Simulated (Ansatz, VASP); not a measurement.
# Cross-check of Sb2Au (Sb2Au (Pa-3)) between VASP and Ansatz

Aim: how closely do two programs agree when they are given the same cell, functional and k mesh? The cell is taken from a series of runs on this material, whose earlier steps may have relaxed, scaled, displaced or heated it; both programs get it as it stands.

Program: Ansatz 0.2.0. Level of theory: plane waves, with VASP 6.6.1 beside it; relaxation of cell and atoms at r2SCAN. Results are calculated unless marked as measured.

## (1) The starting structure

It takes space group Pa-3 (No. 205, cubic). The conventional cell has a = 6.736 Å, b = 6.736 Å, c = 6.736 Å, α = 90.00°, β = 90.00°, γ = 90.00°. Sb has 3 Au at 2.80 Å and 1 Sb at 2.88 Å nearest. Nearest to Au lie 6 Sb at 2.80 Å. Farther neighbours are not listed.

Structure file:

```cif
data_structure
_symmetry_space_group_name_H-M 'Pa-3'
_symmetry_Int_Tables_number 205
_cell_length_a 6.7357
_cell_length_b 6.7357
_cell_length_c 6.7357
_cell_angle_alpha 90.000
_cell_angle_beta 90.000
_cell_angle_gamma 90.000
_cell_volume 305.60
loop_
_atom_site_label
_atom_site_type_symbol
_atom_site_symmetry_multiplicity
_atom_site_Wyckoff_symbol
_atom_site_fract_x
_atom_site_fract_y
_atom_site_fract_z
_atom_site_occupancy
Sb1 Sb 8 c 0.87644 0.62356 0.37644 1
Au1 Au 4 b 0.50000 0.00000 0.00000 1
```

## (2) VASP: relaxation of cell and atoms, r2SCAN

The relaxed volume is the usual yardstick between codes: in a stiff, nearly cubic crystal its relative difference is about their pressure difference at one cell divided by the bulk modulus.

Lines of VASP's logs that name or quote its potential files are left out, and so is its time.

Input file INCAR:

```
SYSTEM = Sb2Au
PREC = Accurate
ENCUT = 550
EDIFF = 1E-07
NELM = 120
ISMEAR = -1
SIGMA = 0.05
LREAL = .FALSE.
ALGO = Normal
METAGGA = R2SCAN
LASPH = .TRUE.
NBANDS = 54
LORBIT = 11
LWAVE = .FALSE.
LCHARG = .FALSE.
ISIF = 3
IBRION = 2
NSW = 80
EDIFFG = -0.005
GGA_COMPAT = .FALSE.
NELMIN = 4
LMIXTAU = .TRUE.
KPAR = 2
```

Input file POSCAR:

```
Sb2Au
1.0
    6.7356910000      0.0000000000      0.0000000000
    0.0000000000      6.7356910000      0.0000000000
    0.0000000000      0.0000000000      6.7356910000
Sb Au
8 4
Direct
    0.3764408507      0.1235590009      0.8764408507
    0.1235590009      0.8764408507      0.3764408507
    0.8764408507      0.3764408507      0.1235590009
    0.6235590009      0.6235590009      0.6235590009
    0.3764408507      0.3764408507      0.3764408507
    0.1235590009      0.6235590009      0.8764408507
    0.8764408507      0.1235590009      0.6235590009
    0.6235590009      0.8764408507      0.1235590009
    0.9999999258      0.4999999258      0.4999999258
    0.4999999258      0.4999999258      0.9999999258
    0.4999999258      0.9999999258      0.4999999258
    0.9999999258      0.9999999258      0.9999999258
```

Input file KPOINTS:

```
Automatic mesh
0
Gamma
6 6 6
0 0 0
```

PAW data sets: Sb and Au (PBE family, release 64).

Run with:

```bash
$ mpirun -np 2 vasp_std
```

Numbers of over 12 decimals in the logs are rounded to 6 here.

Output:

```text
[banner, memory and clock lines left out]
running    2 mpi-ranks, on    1 nodes
 distrk:  each k-point on    1 cores,    2 groups
 distr:  one band on    1 cores,    1 groups

 POSCAR found type information on POSCAR SbAu
 POSCAR found :  2 types and      12 ions
|                                                                             |
|               ----> ADVICE to this user running VASP <----                  |
|                                                                             |
|     You enforced a specific xc type in the INCAR file but a different       |
|     [... a line on the potential file left out ...]
|     I HOPE YOU KNOW WHAT YOU ARE DOING!                                     |
|                                                                             |

 LDA part: xc-table for (None), standard interpolation
 POSCAR, INCAR and KPOINTS ok, starting setup
 FFT: planning ... GRIDC
 FFT: planning ... GRID_SOFT
 FFT: planning ... GRID
 WAVECAR not read
 entering main loop
       N       E                     dE             d eps       ncg     rms          rms(c)
DAV:   1     0.178506662086E+03    0.17851E+03   -0.35218E+04  2592   0.144E+03
DAV:   2    -0.393770881682E+03   -0.57228E+03   -0.54622E+03  2948   0.258E+02
DAV:   3    -0.430844577568E+03   -0.37074E+02   -0.35877E+02  3088   0.677E+01
DAV:   4    -0.431652161308E+03   -0.80758E+00   -0.80079E+00  2952   0.103E+01
DAV:   5    -0.431665371416E+03   -0.13210E-01   -0.13200E-01  3134   0.146E+00    0.160E+01
DAV:   6    -0.415829097369E+03    0.15836E+02   -0.25925E+01  2780   0.319E+01    0.135E+01
DAV:   7    -0.408769781650E+03    0.70593E+01   -0.21573E+00  2628   0.924E+00    0.836E+00
DAV:   8    -0.408445674119E+03    0.32411E+00   -0.17522E+00  2824   0.573E+00    0.182E+00
DAV:   9    -0.408224440191E+03    0.22123E+00   -0.14239E+00  2682   0.508E+00    0.538E-01
DAV:  10    -0.408780032153E+03   -0.55559E+00   -0.51823E-01  2652   0.279E+00    0.316E-01
DAV:  11    -0.408788516043E+03   -0.84839E-02   -0.39566E-02  2880   0.807E-01    0.149E-01
DAV:  12    -0.408806058757E+03   -0.17543E-01   -0.10115E-02  2790   0.399E-01    0.783E-02
DAV:  13    -0.408807582337E+03   -0.15236E-02   -0.29109E-03  2902   0.240E-01    0.721E-02
DAV:  14    -0.408807645810E+03   -0.63473E-04   -0.54655E-04  2792   0.112E-01    0.387E-02
DAV:  15    -0.408807860860E+03   -0.21505E-03   -0.19623E-04  2766   0.746E-02    0.218E-02
DAV:  16    -0.408807914734E+03   -0.53873E-04   -0.65113E-05  2760   0.480E-02    0.410E-03
DAV:  17    -0.408807926761E+03   -0.12027E-04   -0.12877E-05  2850   0.190E-02    0.256E-03
DAV:  18    -0.408807928068E+03   -0.13074E-05   -0.11271E-06  2818   0.580E-03    0.808E-04
DAV:  19    -0.408807928445E+03   -0.37703E-06   -0.12154E-07  1688   0.198E-03    0.624E-04
DAV:  20    -0.408807928531E+03   -0.85834E-07   -0.53261E-08  1518   0.126E-03
   1 F= -.40880793E+03 E0= -.40878518E+03  d E =-.408808E+03
[...]
2 F= -.40880816E+03 E0= -.40878561E+03  d E =-.231422E-03
[...]
3 F= -.40880825E+03 E0= -.40878563E+03  d E =-.321943E-03
[...]
4 F= -.40880825E+03 E0= -.40878562E+03  d E =-.321251E-03
[...]
5 F= -.40880834E+03 E0= -.40878574E+03  d E =-.903595E-04
 trial-energy change:   -0.000090  1 .order   -0.000087   -0.000121   -0.000054
 step:   1.4308(harm=  1.6639)  dis= 0.00078  next Energy=  -408.808355 (dE=-0.106E-03)
 bond charge predicted
       N       E                     dE             d eps       ncg     rms          rms(c)
DAV:   1    -0.408808358426E+03   -0.18325E-04   -0.55588E-04  2616   0.809E-02    0.829E-03
DAV:   2    -0.408808362045E+03   -0.36192E-05   -0.31276E-05  2950   0.180E-02    0.171E-03
DAV:   3    -0.408808361785E+03    0.26029E-06   -0.39900E-07  2386   0.248E-03    0.113E-03
DAV:   4    -0.408808361417E+03    0.36808E-06   -0.60949E-08  1452   0.115E-03    0.379E-04
DAV:   5    -0.408808361329E+03    0.87979E-07   -0.31342E-08  1380   0.903E-04
   6 F= -.40880836E+03 E0= -.40878578E+03  d E =-.111547E-03
 curvature:  -0.85 expect dE=-0.203E-05 dE for cont linesearch -0.181E-05
 trial: gam=-0.11680 g(F)=  0.208E-05 g(S)=  0.298E-06 ort = 0.178E-04 (trialstep = 0.103E+01)
 search vector abs. value=  0.257E-06
 reached required accuracy - stopping structural energy minimisation
```

From OUTCAR (step 2):

```text
ion  position               nearest neighbor table
   1  0.376  0.124  0.876-  10 2.80  11 2.80  12 2.80   8 2.88   6 3.77   7 3.77   5 3.77   5 3.77
                             6 3.77   7 3.77
   2  0.124  0.876  0.376-  11 2.80   9 2.80  12 2.80   7 2.88   6 3.77   5 3.77   8 3.77   6 3.77
                             5 3.77   8 3.77
   3  0.876  0.376  0.124-   9 2.80  10 2.80  12 2.80   6 2.88   5 3.77   7 3.77   8 3.77   7 3.77
                             8 3.77   5 3.77
   4  0.624  0.624  0.624-   9 2.80  10 2.80  11 2.80   5 2.88   6 3.77   7 3.77   8 3.77   8 3.77
                             7 3.77   6 3.77
   5  0.376  0.376  0.376-   9 2.80  11 2.80  10 2.80   4 2.88   2 3.77   3 3.77   1 3.77   1 3.77
                             2 3.77   3 3.77
   6  0.124  0.624  0.876-  10 2.80  12 2.80   9 2.80   3 2.88   2 3.77   1 3.77   4 3.77   2 3.77
                             1 3.77   4 3.77
   7  0.876  0.124  0.624-   9 2.80  12 2.80  11 2.80   2 2.88   1 3.77   3 3.77   4 3.77   3 3.77
                             4 3.77   1 3.77
   8  0.624  0.876  0.124-  11 2.80  12 2.80  10 2.80   1 2.88   2 3.77   3 3.77   4 3.77   4 3.77
                             3 3.77   2 3.77
   9  1.000  0.500  0.500-   3 2.80   7 2.80   4 2.80   5 2.80   2 2.80   6 2.80
  10  0.500  0.500  1.000-   1 2.80   6 2.80   4 2.80   5 2.80   3 2.80   8 2.80
  11  0.500  1.000  0.500-   2 2.80   8 2.80   4 2.80   5 2.80   1 2.80   7 2.80
  12  1.000  1.000  1.000-   6 2.80   7 2.80   8 2.80   1 2.80   2 2.80   3 2.80

  LATTYP: Found a simple cubic cell.
 ALAT       =     6.7356910000

 Subroutine GETGRP returns: Found 24 space group operations
 (whereof  6 operations were pure point group operations)

The static configuration has the point symmetry S_6 .
 The point group associated with its full space group is T_h .

 Found     24 irreducible k-points:

   k-points           NKPTS =     24   k-points in BZ     NKDIM =     24   number of bands    NBANDS=     54

   dimension x,y,z NGX =    54 NGY =   54 NGZ =   54
   dimension x,y,z NGXF=   108 NGYF=  108 NGZF=  108

   ENCUT  =  550.0 eV  40.42 Ry    6.36 a.u.  12.88 12.88 12.88*2*pi/ulx,y,z

   NELECT =      84.0000    total number of electrons

 k-points in reciprocal lattice and weights: Automatic mesh
   0.00000000  0.00000000  0.00000000       0.005
   0.16666667  0.00000000  0.00000000       0.028
   0.33333333  0.00000000  0.00000000       0.028
   0.50000000  0.00000000  0.00000000       0.014
   0.16666667  0.16666667  0.00000000       0.056
   0.33333333  0.16666667  0.00000000       0.056
  -0.16666667  0.33333333  0.00000000       0.056
   0.50000000  0.16666667  0.00000000       0.028
  -0.16666667  0.50000000  0.00000000       0.028
[...]
0.50000000  0.50000000  0.33333333       0.028
   0.50000000  0.50000000  0.50000000       0.005

 average (electrostatic) potential at core
       1 -90.3257       2 -90.3257       3 -90.3257       4 -90.3257       5 -90.3257
       6 -90.3257       7 -90.3257       8 -90.3257       9 -72.2385      10 -72.2385
      11 -72.2385      12 -72.2385

 E-fermi :   7.7986

 k-point     1 :       0.0000    0.0000    0.0000
  band No.  band energies     occupation
    ...
     39       6.3128      2.00000
     40       6.3128      2.00000
     41       6.8032      2.00000
     42       6.8032      2.00000
     43       6.8032      2.00000
     44       8.7728      0.00000
     45       9.8032      0.00000
     46       9.8032      0.00000
     47       9.8032      0.00000
     48      10.8225      0.00000
    ...

 k-point     2 :       0.1667    0.0000    0.0000
  band No.  band energies     occupation
    ...
     39       6.5308      2.00000
     40       6.5655      2.00000
     41       6.6147      2.00000
     42       6.8984      2.00000
     43       7.2084      1.99999
     44       8.6360      0.00000
     45       9.7979      0.00000
     46       9.8998      0.00000
     47      10.0036      0.00000
     48      10.1038      0.00000
    ...

 k-point     3 :       0.3333    0.0000    0.0000
  band No.  band energies     occupation
    ...
     39       6.2293      2.00000
     40       6.8531      2.00000
     41       7.0908      2.00000
     42       7.1933      1.99999
     43       7.3411      1.99979
     44       8.6547      0.00000
     45       9.0858      0.00000
     46       9.6508      0.00000
     47      10.3224      0.00000
     48      10.3362      0.00000
    ...

  Total        0.0049740      0.0049740      0.0049740      0.0000000      0.0000000      0.0000000
  in kB        0.0261266      0.0261266      0.0261266      0.0000000      0.0000000      0.0000000
  external PRESSURE =       0.0261266 kB  Pullay stress =       0.0000000 kB

  energy-cutoff  :      550.00
  volume of cell :      305.02
      direct lattice vectors                 reciprocal lattice vectors
     6.731470079  0.000000000 -0.000000000     0.148555960  0.000000000  0.000000000
    -0.000000000  6.731470079  0.000000000    -0.000000000  0.148555960  0.000000000
     0.000000000 -0.000000000  6.731470079     0.000000000 -0.000000000  0.148555960

 POSITION                                       TOTAL-FORCE (eV/Angst)
 -----------------------------------------------------------------------------------
      2.53290      0.83284      5.89863        -0.001341      0.001341     -0.001341
      0.83284      5.89863      2.53290         0.001341     -0.001341     -0.001341
      5.89863      2.53290      0.83284        -0.001341     -0.001341      0.001341
      4.19857      4.19857      4.19857         0.001341      0.001341      0.001341
      2.53290      2.53290      2.53290        -0.001341     -0.001341     -0.001341
      0.83284      4.19857      5.89863         0.001341      0.001341     -0.001341
      5.89863      0.83284      4.19857        -0.001341      0.001341      0.001341
      4.19857      5.89863      0.83284         0.001341     -0.001341      0.001341
      6.73147      3.36573      3.36573         0.000000     -0.000000      0.000000
      3.36573      3.36573      6.73147         0.000000     -0.000000      0.000000
      3.36573      6.73147      3.36573         0.000000     -0.000000      0.000000
      6.73147      6.73147      6.73147         0.000000     -0.000000      0.000000
 -----------------------------------------------------------------------------------
    total drift:                                0.000664      0.000691      0.001052

  FREE ENERGIE OF THE ION-ELECTRON SYSTEM (eV)
  ---------------------------------------------------
  free  energy   TOTEN  =      -408.8083613286 eV

  energy  without entropy=     -408.7632009904  energy(sigma->0) =     -408.78578116

 reached required accuracy - stopping structural energy minimisation

 total charge
# of ion       s       p       d       tot
------------------------------------------
    1        1.177   1.146   0.043   2.365
    2        1.177   1.146   0.043   2.365
    3        1.177   1.146   0.043   2.365
    4        1.177   1.146   0.043   2.365
    5        1.177   1.146   0.043   2.365
    6        1.177   1.146   0.043   2.365
    7        1.177   1.146   0.043   2.365
    8        1.177   1.146   0.043   2.365
    9        0.640   0.483   8.621   9.744
   10        0.640   0.483   8.621   9.744
   11        0.640   0.483   8.621   9.744
   12        0.640   0.483   8.621   9.744
--------------------------------------------------
tot         11.971  11.105  34.825  57.902

[... 3 further parts left out ...]
```

The run keeps the 24 symmetry operations of its start, so it cannot find a distortion of lower symmetry.

[end of part 1 of 2]

[Lines on the potential files, build, host, timing and source positions are cut from VASP's logs without a mark.]

[Logs are printed without paths, hosts, clocks, repeated set-up lines and the standing remarks that a program may print on its own settings, such as how far it seeks lower states.]

[Hosts, paths, dates, database ids (printed as entryN), source tags and the programs' standing remarks are cut or masked in the printed files.]
